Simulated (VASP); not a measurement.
# Hf4V8H15 (a cell with a defect) in VASP: further runs

One crystal, Hf4V8H15 (a cell with a defect), is run at these levels: LDA; tasks: single point.

All numbers are computed with VASP 6.6.1; they aren't measurements. Logs are shortened: lines on timing, memory, paths and dates and some standing lists are left out, and cuts for length are marked.

## 1. Starting point

The cell holds a defect, 27 atoms: a = 5.389 Å, b = 5.389 Å, c = 7.803 Å, α = 90.00°, β = 90.00°, γ = 90.00°.

## 2. Single point, LDA

The input, INCAR:

```
  PREC = Accurate
  ENCUT = 520
  EDIFF = 1E-6
  ISMEAR = -1
  SIGMA = 0.05
  LREAL = Auto
  LASPH = True
  NELM = 100
  ALGO = Fast
  ISIF = 2
  LWAVE = False
  LCHARG = True
  GGA = CA
  LELF = True
  LVHAR = True
  NBANDS = 98
  NELECT = 160.0
```

The input, KPOINTS:

```
regular mesh
0
Gamma
  2 2 2
```

The input, POSCAR:

```
Hf4V8H15
1.0
    5.3885460000      0.0000000000      0.0000000000
    0.0000000000      5.3885460000      0.0000000000
    0.0000000000      0.0000000000      7.8029920000
Hf V H
4 8 15
Direct
    0.5095437619     -0.0112831922      0.2493402531
   -0.0037486921      0.0041012919      0.5003337181
    0.0055116909      0.5039207237      0.7526600053
    0.5012669466      0.5018236830     -0.0064846920
   -0.0149576528      0.2413823692      0.1249648853
    0.0039157131      0.7506848786      0.1338973563
    0.2464486709      0.4915426165      0.3940796043
    0.7419626742      0.5016009885      0.3706014308
    0.4963119921      0.7362097308      0.6235684978
    0.5093952988      0.2510881414      0.6231840299
    0.7434844205      0.0205992489      0.8803546127
    0.2355551943      0.0053817857      0.8727677793
    0.3147787919      0.8151364023      0.4527878537
    0.3102877845      0.1877500907      0.0638985661
    0.3168016010      0.3112342365      0.8052295837
    0.1934659183      0.2981138140      0.5733313580
    0.3308313597      0.6519198314      0.2059722732
    0.1916658037      0.6891283845      0.9385886850
    0.1841127458      0.7991209503      0.6874029859
    0.1834446621      0.1591709526      0.3069207299
    0.8252504479      0.3483685580      0.9497510698
    0.8086968173      0.6693271246      0.5737414571
    0.8172891166      0.8094762483      0.3101118135
    0.8119073308      0.1871005648      0.6880950282
    0.6848600717      0.2043408370      0.4391007962
    0.6487464336      0.3111785628      0.2018200198
    0.6932482343      0.6945658439      0.8154820612
```

Potentials or basis: VASP PAW LDA potentials, release 64 (Hf_pv, V_sv, H).

The run is started by

```console
> cat potpaw_LDA.64/Hf_pv/POTCAR potpaw_LDA.64/V_sv/POTCAR potpaw_LDA.64/H/POTCAR > POTCAR
> mpirun -np 1 vasp_std > vasp.out
```

OUTCAR:

```text
PREC = Accurate
   ENCUT = 520
   EDIFF = 1E-6
   ISMEAR = -1
   LREAL = Auto
   LASPH = True
   NELM = 100
   ISIF = 2
   GGA = CA
   NELECT = 160.0

 ion  position               nearest neighbor table
   1  0.510  0.989  0.249-  26 1.93  23 1.98  20 2.03  17 2.08  14 2.10  25 2.11  13 2.12   8 3.06
                             5 3.06   6 3.09   6 3.14  11 3.15   8 3.18   9 3.22   7 3.23  10 3.24
   2  0.996  0.004  0.500-  16 1.99  20 2.00  24 2.03  13 2.03  25 2.05  23 2.06  19 2.09  22 2.15
                             7 3.07  10 3.09   6 3.17   8 3.18  12 3.18   7 3.18   5 3.20   8 3.20
   3  0.006  0.504  0.753-  19 1.93  22 1.97  21 2.00  15 2.01  18 2.03  27 2.03  16 2.05  24 2.06
                             7 3.09   9 3.09  12 3.10  12 3.12  11 3.13  10 3.17   9 3.18  10 3.20
   4  0.501  0.502  0.994-  21 1.96  18 2.00  27 2.02  15 2.05  14 2.06  17 2.06  26 2.08  11 3.03
                             5 3.13   9 3.15  12 3.18  10 3.19   6 3.19  11 3.21  12 3.21   6 3.21
   5  0.985  0.241  0.125-  21 1.72  20 1.83  14 1.84  11 2.60   6 2.65  12 2.70   8 2.71   6 2.75
                             7 2.87   1 3.06   4 3.13   2 3.20   3 3.23   4 3.28   1 3.28
   6  0.004  0.751  0.134-  23 1.73  18 1.86   5 2.65   8 2.68   5 2.75  12 2.76   7 2.79  11 2.83
                             1 3.09   1 3.14   2 3.17   4 3.19   4 3.21   3 3.26
   7  0.246  0.492  0.394-  17 1.76  16 1.77  13 1.84   9 2.60  10 2.62   8 2.68   8 2.73   6 2.79
                             5 2.87   2 3.07   3 3.09   2 3.18   1 3.23   1 3.26
   8  0.742  0.502  0.371-  25 1.72  26 1.74  23 1.77  22 1.86   7 2.68   6 2.68   9 2.69  10 2.70
                             5 2.71   7 2.73   1 3.06   2 3.18   1 3.18   2 3.20   4 3.22   3 3.30
   9  0.496  0.736  0.624-  13 1.71  22 1.76  19 1.79  27 1.85   7 2.60  10 2.62   8 2.69  10 2.78
                            12 2.80  11 2.85   3 3.09   4 3.15   3 3.18   2 3.20   2 3.20   1 3.22
  10  0.509  0.251  0.623-  25 1.74  24 1.74  16 1.76  15 1.79   9 2.62   7 2.62  11 2.68   8 2.70
                             9 2.78  12 2.78   2 3.09   3 3.17   4 3.19   3 3.20   2 3.21   1 3.24
  11  0.743  0.021  0.880-  24 1.79  27 1.85  21 1.90   5 2.60  12 2.65  10 2.68  12 2.74   6 2.83
                             9 2.85   4 3.03   3 3.13   1 3.15   4 3.21   2 3.26   3 3.28
  12  0.236  0.005  0.873-  15 1.78  18 1.80  14 1.83  19 1.85  11 2.65   5 2.70  11 2.74   6 2.76
                            10 2.78   9 2.80   3 3.10   3 3.12   4 3.18   2 3.18   4 3.21   1 3.29
  13  0.315  0.815  0.453-   9 1.71   7 1.84   2 2.03   1 2.12
  14  0.310  0.188  0.064-  12 1.83   5 1.84   4 2.06   1 2.10
  15  0.317  0.311  0.805-  12 1.78  10 1.79   3 2.01   4 2.05
  16  0.193  0.298  0.573-  10 1.76   7 1.77   2 1.99   3 2.05
  17  0.331  0.652  0.206-   7 1.76   4 2.06   1 2.08
  18  0.192  0.689  0.939-  12 1.80   6 1.86   4 2.00   3 2.03
  19  0.184  0.799  0.687-   9 1.79  12 1.85   3 1.93   2 2.09
  20  0.183  0.159  0.307-   5 1.83   2 2.00   1 2.03
  21  0.825  0.348  0.950-   5 1.72  11 1.90   4 1.96   3 2.00
  22  0.809  0.669  0.574-   9 1.76   8 1.86   3 1.97   2 2.15
  23  0.817  0.809  0.310-   6 1.73   8 1.77   1 1.98   2 2.06
  24  0.812  0.187  0.688-  10 1.74  11 1.79   2 2.03   3 2.06
  25  0.685  0.204  0.439-   8 1.72  10 1.74   2 2.05   1 2.11
  26  0.649  0.311  0.202-   8 1.74   1 1.93   4 2.08
  27  0.693  0.695  0.815-  11 1.85   9 1.85   4 2.02   3 2.03

  LATTYP: Found a simple tetragonal cell.
 ALAT       =     5.3885460000
 C/A-ratio  =     1.4480700360

  Lattice vectors:

 A1 = (   5.3885460000,   0.0000000000,   0.0000000000)
 A2 = (   0.0000000000,   5.3885460000,   0.0000000000)
 A3 = (   0.0000000000,   0.0000000000,   7.8029920000)

Analysis of symmetry for initial positions (statically):
=====================================================================
 Subroutine PRICEL returns:
 Original cell was already a primitive cell.

 Routine SETGRP: Setting up the symmetry group for a
 simple tetragonal supercell.

 Subroutine GETGRP returns: Found  1 space group operations
 (whereof  1 operations were pure point group operations)
 out of a pool of 16 trial point group operations.

The static configuration has the point symmetry C_1 .

Analysis of symmetry for dynamics (positions and initial velocities):
=====================================================================
 Subroutine PRICEL returns:
 Original cell was already a primitive cell.

 Routine SETGRP: Setting up the symmetry group for a
 simple tetragonal supercell.

 Subroutine GETGRP returns: Found  1 space group operations
 (whereof  1 operations were pure point group operations)
 out of a pool of 16 trial point group operations.

The dynamic configuration has the point symmetry C_1 .

 Subroutine INISYM returns: Found  1 space group operations
 (whereof  1 operations are pure point group operations),
 and found     1 'primitive' translations

----------------------------------------------------------------------------------------

                                     Primitive cell

  volume of cell :     226.5710

  direct lattice vectors                    reciprocal lattice vectors
     5.388546000  0.000000000  0.000000000     0.185578818  0.000000000  0.000000000
     0.000000000  5.388546000  0.000000000     0.000000000  0.185578818  0.000000000
     0.000000000  0.000000000  7.802992000     0.000000000  0.000000000  0.128155969

  length of vectors
     5.388546000  5.388546000  7.802992000     0.185578818  0.185578818  0.128155969

  position of ions in fractional coordinates (direct lattice)
     0.509543762  0.988716808  0.249340253
     0.996251308  0.004101292  0.500333718
     0.005511691  0.503920724  0.752660005
     0.501266947  0.501823683  0.993515308
     0.985042347  0.241382369  0.124964885
     0.003915713  0.750684879  0.133897356
[... 19 lines left out ...]
     0.648746434  0.311178563  0.201820020
     0.693248234  0.694565844  0.815482061

  ion indices of the primitive-cell ions
   primitive index   ion index
                 1           1
                 2           2
                 3           3
                 4           4
                 5           5
                 6           6
[... 19 lines left out ...]
                26          26
                27          27

----------------------------------------------------------------------------------------

 KPOINTS: regular mesh

Automatic generation of k-mesh.
 Grid dimensions read from file:
 generate k-points for:    2    2    2

 Generating k-lattice:

  Cartesian coordinates                     Fractional coordinates (reciprocal lattice)
     0.092789409  0.000000000  0.000000000     0.500000000  0.000000000  0.000000000
     0.000000000  0.092789409  0.000000000     0.000000000  0.500000000  0.000000000
     0.000000000  0.000000000  0.064077984     0.000000000  0.000000000  0.500000000

  Length of vectors
     0.092789409  0.092789409  0.064077984

  Shift w.r.t. Gamma in fractional coordinates (k-lattice)
     0.000000000  0.000000000  0.000000000

 Subroutine IBZKPT returns following result:
 ===========================================

 Found      8 irreducible k-points:

 Following reciprocal coordinates:
            Coordinates               Weight
  0.000000  0.000000  0.000000      1.000000
  0.500000  0.000000  0.000000      1.000000
  0.000000  0.500000  0.000000      1.000000
  0.500000  0.500000  0.000000      1.000000
  0.000000  0.000000  0.500000      1.000000
  0.500000  0.000000  0.500000      1.000000
  0.000000  0.500000  0.500000      1.000000
  0.500000  0.500000  0.500000      1.000000
   k-points           NKPTS =      8   k-points in BZ     NKDIM =      8   number of bands    NBANDS=     98
   number of dos      NEDOS =    301   number of ions     NIONS =     27
   total plane-waves  NPLWV =  96000
   dimension x,y,z NGX =    40 NGY =   40 NGZ =   60
   dimension x,y,z NGXF=    80 NGYF=   80 NGZF=  120
   ions per type =               4   8  15
   NGX,Y,Z   is equivalent  to a cutoff of  12.34, 12.34, 12.78 a.u.
   NGXF,Y,Z  is equivalent  to a cutoff of  24.68, 24.68, 25.57 a.u.
 SYSTEM =  unknown system
   PREC   = accura    normal or accurate (medium, high low for compatibility)
   ISTART =      0    job   : 0-new  1-cont  2-samecut
   ICHARG =      2    charge: 1-file 2-atom 10-const
   ISPIN  =      1    spin polarized calculation?
   LNONCOLLINEAR =      F non collinear calculations
   LSORBIT =      F    spin-orbit coupling
   LASPH  =      T    aspherical Exc in radial PAW
   ENCUT  =  520.0 eV  38.22 Ry    6.18 a.u.  10.02 10.02 14.51*2*pi/ulx,y,z
   NELM   =    100;   NELMIN=  2; NELMDL= -5     # of ELM steps
   EDIFF  = 0.1E-05   stopping-criterion for ELM
   LREAL  =      T    real-space projection
   EDIFFG = 0.1E-04   stopping-criterion for IOM
   NSW    =      0    number of steps for IOM
   IBRION =     -1    ionic relax: 0-MD 1-quasi-New 2-CG
   NFREE  =      0    steps in history (QN), initial steepest desc. (CG)
   ISIF   =      2    stress and relaxation
   ISYM   =      2    0-nonsym 1-usesym 2-fastsym
   POTIM  = 0.5000    time-step for ionic-motion
   TEBEG  =    0.0;   TEEND  =   0.0 temperature during run
   PSTRESS=    0.0 pullay stress
   NELECT =     160.0000    total number of electrons
   NUPDOWN=      -1.0000    fix difference up-down
   EMIN   =  10.00;   EMAX   =-10.00  energy-range for DOS
   EFERMI =   0.00;   METHOD = LEGACY
   ISMEAR =    -1;   SIGMA  =   0.05  broadening in eV -4-tet -1-fermi 0-gaus
   EFERMI_NEDOS =   21; number of points for ismear=-14 and -15
   IALGO  =     68    algorithm
   IMIX   =      4    mixing-type and parameters
     AMIX     =   0.40;   BMIX     =  1.00
     AMIX_MAG =   1.60;   BMIX_MAG =  1.00
  volume/ion in A,a.u.               =       8.39        56.63
  Fermi-wavevector in a.u.,A,eV,Ry     =   1.457852  2.754940 28.916895  2.125332
  Thomas-Fermi vector in A             =   2.574605
   LORBIT       =      0    0 simple, 1 ext, 2 COOP (PROOUT), +10 PAW based schemes
   GGA     = CA    functional components
   LHFCALC =     F    Hartree Fock is set to
   AEXX    =    0.0000 exact exchange contribution
   IVDW    =     0    specifies the selected vdW correction
   LEPSILON=     F    determine dielectric tensor
   LRPA    =     F    only Hartree local field effects (RPA)
 non-spin polarized calculation
 RMM-DIIS sequential band-by-band and
  energy-cutoff  :      520.00
  volume of cell :      226.57
 maximum number of plane-waves:      6120
   NGX = 21   NGY = 21   NGZ = 29

 number of electron     160.0000010 magnetization

 Free energy of the ion-electron system (eV)
  ---------------------------------------------------
  ext. energy  EPLUGINS =         0.00000000
  ---------------------------------------------------
  free energy    TOTEN  =      -177.17809150 eV

  energy without entropy =     -177.06266297  energy(sigma->0) =     -177.12037723

 E-fermi :   7.4809     XC(G=0): -12.5013

 val. band max:        7.4772207965   @ k =   0.5000   0.0000   0.0000
 cond. band min:       7.4840156717   @ k =   0.5000   0.5000   0.5000
 fundamental gap:      0.0067948752
 Fermi energy:         7.4809027296

 k-point     1 :       0.0000    0.0000    0.0000
  band No.  band energies     occupation
      1     -56.0487      2.00000
      2     -56.0064      2.00000
      3     -55.9848      2.00000
      4     -55.9462      2.00000
      5     -55.9432      2.00000
      6     -55.9336      2.00000
[... 749 lines left out ...]
     91       8.6736      0.00000
     92       8.7058      0.00000
 [bands above 92 left out]

------------------------ aborting loop because EDIFF is reached ----------------------------------------

  FORCE on cell =-STRESS in cart. coord.  units (eV):
  Direction    XX          YY          ZZ          XY          YZ          ZX
  --------------------------------------------------------------------------------------
  -------------------------------------------------------------------------------------
  Total        0.2451069     -1.1585071     -1.9453227     -0.7086950     -2.3709639     -0.5537996
  in kB        1.7332523     -8.1922824    -13.7561810     -5.0114755    -16.7660659     -3.9161456
  external PRESSURE =      -6.7384037 kB  Pullay stress =       0.0000000 kB

 VOLUME and BASIS-vectors are now :
 -----------------------------------------------------------------------------
  energy-cutoff  :      520.00
  volume of cell :      226.57
      direct lattice vectors                 reciprocal lattice vectors
     5.388546000  0.000000000  0.000000000     0.185578818  0.000000000  0.000000000
     0.000000000  5.388546000  0.000000000     0.000000000  0.185578818  0.000000000
     0.000000000  0.000000000  7.802992000     0.000000000  0.000000000  0.128155969

 POSITION                                       TOTAL-FORCE (eV/Angst)
 -----------------------------------------------------------------------------------
      2.74570      5.32775      1.94560        -0.652512     -0.210208     -0.050250
      5.36835      0.02210      3.90410        -0.092239     -0.476568      0.113813
      0.02970      2.71540      5.87300        -0.431100     -0.123037      0.188950
      2.70110      2.70410      7.75239        -0.255930      0.200430      0.552372
      5.30795      1.30070      0.97510         0.382275      0.019153      0.449282
      0.02110      4.04510      1.04480         0.055704     -0.276631     -0.655844
[... 19 lines left out ...]
      3.49580      1.67680      1.57480         0.430823      0.365443     -0.563325
      3.73560      3.74270      6.36320        -0.124497      0.169616      0.069916
 -----------------------------------------------------------------------------------
    total drift:                               -0.009735      0.005283      0.008595

  FREE ENERGIE OF THE ION-ELECTRON SYSTEM (eV)
  ---------------------------------------------------
  free  energy   TOTEN  =      -177.1780915023 eV

  energy  without entropy=     -177.0626629669  energy(sigma->0) =     -177.12037723
```

Run time: 4.3 min. Hardware: 1 thread of AMD EPYC 9R45 (Zen 5), shared host; peak memory 0.28 GiB.

Results:

```yaml
Free_energy: -177.1781 eV
Largest_force: 0.953 eV/Å
Band_gap_on_the_k_mesh: none (metal or under the smearing width)
```

Forces on the atoms (eV/Å):
```
Hf  -0.653 -0.210 -0.050
Hf  -0.092 -0.477  0.114
Hf  -0.431 -0.123  0.189
Hf  -0.256  0.200  0.552
V    0.382  0.019  0.449
V    0.056 -0.277 -0.656
V   -0.090 -0.150 -0.772
V    0.715  0.417  0.474
V    0.487  0.406  0.601
V   -0.742 -0.129  0.408
V    0.355 -0.674 -0.105
V    0.456 -0.237  0.579
H   -0.134  0.041 -0.579
H   -0.066 -0.146 -0.144
H    0.129  0.104  0.189
H   -0.282  0.091 -0.223
H   -0.169  0.286 -0.384
H   -0.266 -0.020  0.320
H    0.000  0.667  0.140
H   -0.035  0.396  0.074
H   -0.206 -0.298 -0.340
H    0.162  0.199 -0.659
H    0.012  0.148  0.174
H    0.341 -0.044  0.189
H    0.021 -0.725 -0.046
H    0.431  0.365 -0.563
H   -0.124  0.170  0.070
```

Caveat: the k mesh is coarse (spacing up to 0.58 Å⁻¹), so the values aren't converged; the cell carries a net charge on a neutralising background, which shifts energy and pressure; the cell is charged against a uniform background, so pressure and absolute levels hang on convention.

[end of part 1 of 2]
